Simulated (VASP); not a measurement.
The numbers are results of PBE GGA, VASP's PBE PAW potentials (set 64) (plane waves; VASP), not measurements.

VASP ran on this input.

INCAR:
```
ALGO = Normal
EDIFF = 1E-6
ENCUT = 400
GGA = PE
ISIF = 2
ISMEAR = 1
LASPH = .TRUE.
LCHARG = .FALSE.
LMAXMIX = 4
LREAL = .FALSE.
LWAVE = .FALSE.
NELM = 100
PREC = Accurate
SIGMA = 0.1
SYSTEM = Ti
```

File KPOINTS:
```
Automatic mesh
0
Gamma
13 13 7
0 0 0
```

**POSCAR**
```
Ti
1
    1.5045000000    -2.6058700000     0.0000000000
    1.5045000000     2.6058700000     0.0000000000
    0.0000000000     0.0000000000     4.7736000000
Ti
2
Direct
  0.3333330000   0.6666670000   0.2500000000
  0.6666670000   0.3333330000   0.7500000000
```

POTCAR, in this order: Ti_sv (PBE.64 set). Program: vasp_std.

Question: Predict the energy per atom (σ→0), pressure, band gap (on the k-mesh).

Answer: 
```json
{
  "energy per atom (σ→0)": "-7.795 eV/atom",
  "band gap (on the k-mesh)": "none (metal, semimetal or under 0.01 eV)",
  "pressure": "-8.04 GPa"
}
```

**OSZICAR**
```
...
DAV:   8    -0.155991003273E+02   -0.17224E-01   -0.19831E-01  3208   0.599E+00    0.647E-01
DAV:   9    -0.155899160308E+02    0.91843E-02   -0.57029E-02  3264   0.252E+00    0.497E-02
DAV:  10    -0.155900115471E+02   -0.95516E-04   -0.16118E-03  4072   0.319E-01    0.638E-02
DAV:  11    -0.155900657666E+02   -0.54219E-04   -0.15080E-04  3336   0.105E-01    0.178E-02
DAV:  12    -0.155900571052E+02    0.86614E-05   -0.32846E-05  3880   0.360E-02    0.376E-03
DAV:  13    -0.155900560777E+02    0.10275E-05   -0.77251E-07  1896   0.129E-02    0.896E-04
DAV:  14    -0.155900561805E+02   -0.10276E-06   -0.14712E-07  1784   0.473E-03
   1 F= -.15590056E+02 E0= -.15590184E+02  d E =0.384588E-03
```

The compound is Ti in the hcp structure. The cell was not relaxed at this level.
